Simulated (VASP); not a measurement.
Method: PBE GGA, VASP's PBE PAW potentials (set 64) (plane waves; VASP 6.6.1).

Input for VASP

### KPOINTS
```
Automatic mesh
0
Gamma
7 7 7
0 0 0
```

POSCAR:
```
InP
1
    0.0000000000     2.9998375856     2.9998375856
    2.9998375856    -0.0000000000     2.9998375856
    2.9998375856     2.9998375856     0.0000000000
In P
1 1
Direct
  0.0000000000   0.0000000000   0.0000000000
  0.2500000000   0.2500000000   0.2500000000
```

**INCAR**
```
EDIFF=1E-6
ISMEAR=0
IBRION=2   ! conjugate gradients
LREAL=.FALSE.
ALGO=Normal
SYSTEM=InP
PREC=Accurate
NSW=60
LMAXMIX=4   ! l cut-off of mixed one-centre charges
SIGMA=0.05   ! width (eV)
ENCUT=480   ! plane-wave cut-off (eV)
GGA=PE   ! PBE
EDIFFG=-0.01   ! ionic stop
ISIF=3   ! ions, shape and volume
LCHARG=.FALSE.
LWAVE=.FALSE.
LASPH=.TRUE.   ! aspherical one-centre terms
NELM=100
```

POTCAR, in this order: In P (PBE.64 set). Program: vasp_std.

Output

OUTCAR:
```
 ion  position               nearest neighbor table
   1  0.000  0.000  0.000-   2 2.60   2 2.60   2 2.60   2 2.60
   2  0.250  0.250  0.250-   1 2.60   1 2.60   1 2.60   1 2.60
  LATTYP: Found a face centered cubic cell.
 ALAT       =     5.9996751712
 Subroutine PRICEL returns:
 Original cell was already a primitive cell.
 Subroutine GETGRP returns: Found 24 space group operations
The static configuration has the point symmetry T_d .
The dynamic configuration has the point symmetry T_d .
 Subroutine INISYM returns: Found 24 space group operations
 Subroutine IBZKPT returns following result:
 Found     20 irreducible k-points:

 Following reciprocal coordinates:
            Coordinates               Weight
  0.000000  0.000000  0.000000      1.000000
  0.142857  0.000000  0.000000      8.000000
  0.285714  0.000000  0.000000      8.000000
  0.428571  0.000000  0.000000      8.000000
  0.142857  0.142857  0.000000      6.000000
  0.285714  0.142857  0.000000     24.000000
  0.428571  0.142857  0.000000     24.000000
 -0.428571  0.142857  0.000000     24.000000
 -0.285714  0.142857  0.000000     24.000000
...
```

### OSZICAR
```
       N       E                     dE             d eps       ncg     rms          rms(c)
DAV:   1     0.177093774723E+02    0.17709E+02   -0.30774E+03   320   0.744E+02
DAV:   2    -0.797158210949E+01   -0.25681E+02   -0.25176E+02   464   0.889E+01
DAV:   3    -0.874619939712E+01   -0.77462E+00   -0.77462E+00   384   0.203E+01
DAV:   4    -0.875122065139E+01   -0.50213E-02   -0.50213E-02   488   0.188E+00
DAV:   5    -0.875123261758E+01   -0.11966E-04   -0.11966E-04   400   0.708E-02    0.538E+00
DAV:   6    -0.838956677093E+01    0.36167E+00   -0.10456E+00   344   0.417E+00    0.318E+00
DAV:   7    -0.834294682158E+01    0.46620E-01   -0.23619E-01   440   0.223E+00    0.127E+00
DAV:   8    -0.833925252115E+01    0.36943E-02   -0.15687E-02   360   0.749E-01    0.226E-01
DAV:   9    -0.833949465851E+01   -0.24214E-03   -0.12331E-03   440   0.213E-01    0.129E-01
DAV:  10    -0.833973300528E+01   -0.23835E-03   -0.31958E-04   360   0.128E-01    0.147E-02
DAV:  11    -0.833974972833E+01   -0.16723E-04   -0.38208E-05   488   0.367E-02    0.166E-02
DAV:  12    -0.833975153436E+01   -0.18060E-05   -0.54842E-06   368   0.148E-02    0.943E-04
DAV:  13    -0.833975152275E+01    0.11608E-07   -0.13151E-07   272   0.259E-03
   1 F= -.83397515E+01 E0= -.83397515E+01  d E =-.833975E+01
```

OUTCAR:
```
------------------------ aborting loop because EDIFF is reached ----------------------------------------
  FORCE on cell =-STRESS in cart. coord.  units (eV):
  Direction    XX          YY          ZZ          XY          YZ          ZX
  --------------------------------------------------------------------------------------
  Total        0.0022263      0.0022263      0.0022263      0.0000000      0.0000000      0.0000000
  in kB        0.0660662      0.0660662      0.0660662      0.0000000      0.0000000      0.0000000
  external PRESSURE =       0.0660662 kB  Pullay stress =       0.0000000 kB
  volume of cell :       53.99
      direct lattice vectors                 reciprocal lattice vectors
     0.000000000  2.999837586  2.999837586    -0.166675690  0.166675690  0.166675690
     2.999837586  0.000000000  2.999837586     0.166675690 -0.166675690  0.166675690
     2.999837586  2.999837586  0.000000000     0.166675690  0.166675690 -0.166675690
  FREE ENERGIE OF THE ION-ELECTRON SYSTEM (eV)
  ---------------------------------------------------
  free  energy   TOTEN  =        -8.3397515227 eV

  energy  without entropy=       -8.3397515226  energy(sigma->0) =       -8.33975152

 reached required accuracy - stopping structural energy minimisation
```
(Selected blocks of OUTCAR.)

File OUTCAR:
```
 val. band max:        3.2302853121   @ k =   0.0000   0.0000   0.0000

 cond. band min:       3.6078369635   @ k =   0.0000   0.0000   0.0000


 Fermi energy:         3.4229761550

 k-point     1 :       0.0000    0.0000    0.0000
  band No.  band energies     occupation
      1      -7.8091      2.00000
      2       3.2303      2.00000
      3       3.2303      2.00000
      4       3.2303      2.00000
      5       3.6078      0.00000
      6       7.3523      0.00000
      7       7.3523      0.00000
      8       7.3523      0.00000

 k-point     2 :       0.1429    0.0000    0.0000
  band No.  band energies     occupation
      1      -7.6237      2.00000
      2       1.4187      2.00000
      3       3.0224      2.00000
      4       3.0224      2.00000
      5       4.7360      0.00000
      6       7.5164      0.00000
      7       7.6688      0.00000
      8       7.6688      0.00000

 k-point     3 :       0.2857    0.0000    0.0000
  band No.  band energies     occupation
      1      -7.1210      2.00000
      2      -0.5460      2.00000
      3       2.6434      2.00000
      4       2.6434      2.00000
      5       4.8180      0.00000
      6       8.0631      0.00000
      7       8.0631      0.00000
      8       8.7642      0.00000

 k-point     4 :       0.4286    0.0000    0.0000
  band No.  band energies     occupation
      1      -6.5630      2.00000
      2      -1.9068      2.00000
      3       2.3946      2.00000
      4       2.3946      2.00000
      5       4.6300      0.00000
      6       8.0697      0.00000
      7       8.0697      0.00000
      8      10.0234      0.00000

 k-point     5 :       0.1429    0.1429    0.0000
  band No.  band energies     occupation
      1      -7.5612      2.00000
      2       1.3804      2.00000
      3       2.6621      2.00000
      4       2.6621      2.00000
      5       5.3589      0.00000
      6       6.6045      0.00000
      7       8.1934      0.00000
...
```

Unless said otherwise, spin-orbit coupling is left out, though it shifts the bands of the heavy elements here.

The structure comes from a computed database's InP entry (F-43m); how it stands against other phases isn't given here. It was relaxed first. The start is the result of an earlier pass.
